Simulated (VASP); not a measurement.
VASP input:

**INCAR**
```
! general
SYSTEM  = PdIn
PREC    = Accurate
ENCUT   = 520
LREAL   = .FALSE.
LASPH   = .TRUE.

! electronic loop
EDIFF   = 1E-7
NELM    = 100
ALGO    = Normal
LMAXMIX = 4

! smearing
ISMEAR  = 1
SIGMA   = 0.1

! functional
GGA     = RP

! ions
ISIF    = 2

! output
LWAVE   = .FALSE.
LCHARG  = .FALSE.
```

File POSCAR:
```
PdIn
3.4094580
  1.0000000030   0.0000000000   0.0000000000
  0.0000000000   1.0000000030   0.0000000000
  0.0000000000   0.0000000000   1.0000000030
In Pd
1 1
direct
  0.5000000000   0.5000000000   0.5000000000
  0.0000000000   0.0000000000   0.0000000000
```

File KPOINTS:
```
Automatic mesh
0
Gamma
11 11 11
0 0 0
```

POTCAR, in this order: In_d Pd (PBE.64 set). Program: vasp_std.

**Question.** Write an equivalent input for Quantum ESPRESSO's pw.x.

**Answer.** One equivalent input (not run):
```
&CONTROL
  calculation = 'scf'
  pseudo_dir = './pseudo'
  outdir = './out'
  tprnfor = .true.
  tstress = .true.
/
&SYSTEM
  ibrav = 0
  nat = 2
  ntyp = 2
  ecutwfc = 82
  occupations = 'smearing'
  smearing = 'methfessel-paxton'
  degauss = 0.00735
  input_dft = 'rpbe'
/
&ELECTRONS
  conv_thr = 7.3e-09
  electron_maxstep = 100
/
ATOMIC_SPECIES
  In 114.818 In.upf
  Pd 106.420 Pd.upf
CELL_PARAMETERS angstrom
     3.4094580    0.0000000    0.0000000
     0.0000000    3.4094580    0.0000000
     0.0000000    0.0000000    3.4094580
ATOMIC_POSITIONS crystal
  In   0.5000000  0.5000000  0.5000000
  Pd   0.0000000  0.0000000  0.0000000
K_POINTS automatic
  11 11 11 0 0 0
```
Limits of the translation: the potentials are each code's own (VASP's PAW set, PseudoDojo norm-conserving files in pw.x), so ENCUT and ecutwfc are chosen apart and not converted; conv_thr bounds pw.x's estimated SCF error, while EDIFF bounds the energy change between steps.

The compound is PdIn in the CsCl type structure. This cell is one point of a volume scan, at 1.06 of the reference volume.
